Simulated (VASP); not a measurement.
VASP ran on this input.

KPOINTS:
```
Automatic
0
gamma
 16 16 16
0 0 0
```

### INCAR
```
ALGO = Normal
EDIFF = 1E-6
EDIFFG = -0.02
ENCUT = 500
GGA = PE
IBRION = 2
ISIF = 3
ISMEAR = 1
LASPH = .True.
LCHARG = .False.
LMAXMIX = 6
LREAL = .False.
LWAVE = .False.
NELM = 100
NSW = 40
PREC = Accurate
SIGMA = 0.1
SYSTEM = W
```

**POSCAR**
```
W
1.0
 -1.5935571320   1.5935571320   1.5935571320
  1.5935571320  -1.5935571320   1.5935571320
  1.5935571320   1.5935571320  -1.5935571320
W
1
Direct
  0.0000000000   0.0000000000   0.0000000000
```

POTCAR, in this order: W_sv (PBE.64 set). Program: vasp_std.

Question: Translate this PBE calculation to Ansatz.

Answer: One equivalent input (not run):
Ansatz 0.2 input:
```yaml
crystal:
  lattice:
    - [-1.5935571, 1.5935571, 1.5935571]
    - [1.5935571, -1.5935571, 1.5935571]
    - [1.5935571, 1.5935571, -1.5935571]
  atoms:
    - { symbol: W, position: [0.0000000, 0.0000000, 0.0000000] }
kpoints:
  mp_grid: { grid: [16, 16, 16] }
hamiltonian:
  xc: pbe
  pseudopotentials: { kind: paw }
scf:
  occupations: { method: methfessel_paxton, width: 0.1 }
  max_iter: 100
relax:
  max_steps: 40
  f_tol: 0.02
  cell: {}
output: { forces: true, stress: true, eigenvalues: true }
```
The two are equivalent in intent, not identical: each code has its own PAW files, so the cut-off isn't converted (ENCUT is set for VASP's; basis.ecutwfc is left out, and Ansatz then takes the one that its files recommend); Ansatz stops its SCF on the density residual and VASP on the energy change (EDIFF).

The compound is W in the bcc structure. This run relaxes it. Symmetry was kept, so distortions that lower it aren't found.
